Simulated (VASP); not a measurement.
An input for Ansatz (written as the equivalent of a VASP run, and not itself run):

Ansatz 0.2 input:
```yaml
crystal:
  lattice:
    - [2.7141637, 0.0000000, 0.0000000]
    - [-1.3570818, 2.3505345, 0.0000000]
    - [0.0000000, 0.0000000, 3.5137515]
  atoms:
    - { symbol: Mn, position: [0.0000000, 0.0000000, 0.0000000] }
    - { symbol: Si, position: [0.6666670, 0.3333330, 0.5000000] }
kpoints:
  mp_grid: { grid: [14, 14, 9] }
hamiltonian:
  xc: pbesol
  pseudopotentials: { kind: paw }
scf:
  occupations: { method: methfessel_paxton, width: 0.1 }
  max_iter: 100
relax:
  max_steps: 60
  f_tol: 0.01
  cell: {}
output: { forces: true, stress: true, eigenvalues: true }
```

### Question
Translate this input to VASP (INCAR, KPOINTS, POSCAR, choice of POTCAR).

### Answer
Several could match; the one computed here: 
File KPOINTS:
```
Automatic mesh
0
Gamma
14 14 9
0 0 0
```

### INCAR
```
SYSTEM = MnSi
PREC = Accurate
ENCUT = 400
EDIFF = 1E-6
NELM = 100
ALGO = Normal
LREAL = .FALSE.
LASPH = .TRUE.
ISMEAR = 1
SIGMA = 0.1
GGA = PS
LMAXMIX = 4
LWAVE = .FALSE.
LCHARG = .FALSE.
IBRION = 2
ISIF = 3
NSW = 60
EDIFFG = -0.01
```

POSCAR:
```
MnSi
1
    2.7141636514     0.0000000000     0.0000000000
   -1.3570818257     2.3505344860     0.0000000000
    0.0000000000     0.0000000000     3.5137514516
Mn Si
1 1
Direct
  0.0000000000   0.0000000000   0.0000000000
  0.6666670000   0.3333330000   0.5000000000
```

POTCAR, in this order: Mn_pv Si (PBE.64 set). Program: vasp_std.

Limits of the translation: each code has its own PAW files, so the cut-off isn't converted (ENCUT is set for VASP's; basis.ecutwfc is left out, and Ansatz then takes the one that its files recommend); Ansatz stops its SCF on the density residual and VASP on the energy change (EDIFF).

The structure was generated: MnSi was put into the WC type (P-6m2), which need not be its known phase. This run relaxes it. Symmetry was kept, so distortions that lower it aren't found. The start is the result of an earlier pass.
